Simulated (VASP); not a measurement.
Method: PBEsol GGA, VASP's PBE PAW potentials (set 64) (plane waves; VASP 6.6.1).

Input for VASP

INCAR:
```
ALGO = Normal
EDIFF = 1E-6
EDIFFG = -0.02
ENCUT = 500
GGA = PS
IBRION = 2
ISIF = 3
ISMEAR = 0
LASPH = .TRUE.
LCHARG = .FALSE.
LMAXMIX = 4
LREAL = .FALSE.
LWAVE = .FALSE.
NELM = 100
NSW = 40
PREC = Accurate
PSTRESS = 200
SIGMA = 0.05
SYSTEM = GaP
```

File POSCAR:
```
GaP
1
    0.0000000000     2.5733848691     2.5733848691
    2.5733848691    -0.0000000000     2.5733848691
    2.5733848691     2.5733848691     0.0000000000
Ga P
1 1
Direct
  1.0000000000   1.0000000000   1.0000000000
  0.2500000000   0.2500000000   0.2500000000
```

**KPOINTS**
```
Automatic mesh
0
Gamma
9 9 9
0 0 0
```

POTCAR, in this order: Ga_d P (PBE.64 set). Program: vasp_std.

Output of the run:

**OSZICAR**
```
       N       E                     dE             d eps       ncg     rms          rms(c)
DAV:   1     0.777096537413E+02    0.77710E+02   -0.90848E+03   942   0.207E+03
DAV:   2    -0.439139085680E+01   -0.82101E+02   -0.79166E+02   980   0.334E+02
DAV:   3    -0.987217919065E+01   -0.54808E+01   -0.54241E+01  1140   0.732E+01
DAV:   4    -0.996287389387E+01   -0.90695E-01   -0.90587E-01  1111   0.997E+00
DAV:   5    -0.996468944599E+01   -0.18156E-02   -0.18154E-02  1135   0.119E+00    0.511E+00
DAV:   6    -0.965743385900E+01    0.30726E+00   -0.47807E-01  1430   0.177E+01    0.329E+00
DAV:   7    -0.959577796006E+01    0.61656E-01   -0.15446E-01  1302   0.377E+00    0.120E+00
DAV:   8    -0.959256190650E+01    0.32161E-02   -0.16492E-02  1090   0.207E+00    0.303E-01
DAV:   9    -0.959264093539E+01   -0.79029E-04   -0.13851E-03  1215   0.678E-01    0.680E-02
DAV:  10    -0.959263149443E+01    0.94410E-05   -0.92186E-05  1241   0.102E-01    0.209E-02
DAV:  11    -0.959264989307E+01   -0.18399E-04   -0.20675E-05  1010   0.588E-02    0.537E-03
DAV:  12    -0.959264982266E+01    0.70408E-07   -0.13969E-06   823   0.224E-02
   1 F= -.53380018E+01 E0= -.53380018E+01  d E =-.533800E+01
```

OUTCAR:
```
------------------------ aborting loop because EDIFF is reached ----------------------------------------
  FORCE on cell =-STRESS in cart. coord.  units (eV):
  Direction    XX          YY          ZZ          XY          YZ          ZX
  --------------------------------------------------------------------------------------
  Total        4.2549766      4.2549766      4.2549766      0.0000000     -0.0000000      0.0000000
  in kB      200.0154461    200.0154461    200.0154461      0.0000000     -0.0000000      0.0000000
  external PRESSURE =       0.0154461 kB  Pullay stress =     200.0000000 kB
  volume of cell :       34.08
      direct lattice vectors                 reciprocal lattice vectors
     0.000000000  2.573384869  2.573384869    -0.194296627  0.194296627  0.194296627
     2.573384869  0.000000000  2.573384869     0.194296627 -0.194296627  0.194296627
     2.573384869  2.573384869  0.000000000     0.194296627  0.194296627 -0.194296627
  FREE ENERGIE OF THE ION-ELECTRON SYSTEM (eV)
  ---------------------------------------------------
  free  energy   TOTEN  =        -9.5926498227 eV

  energy  without entropy=       -9.5926498227  energy(sigma->0) =       -9.59264982
  enthalpy is  TOTEN    =        -5.3380017955 eV   P V=        4.2546480272

 reached required accuracy - stopping structural energy minimisation
```
(Selected blocks of OUTCAR.)

The compound is GaP in the zinc blende structure. It was relaxed first under an external pressure of 20 GPa.
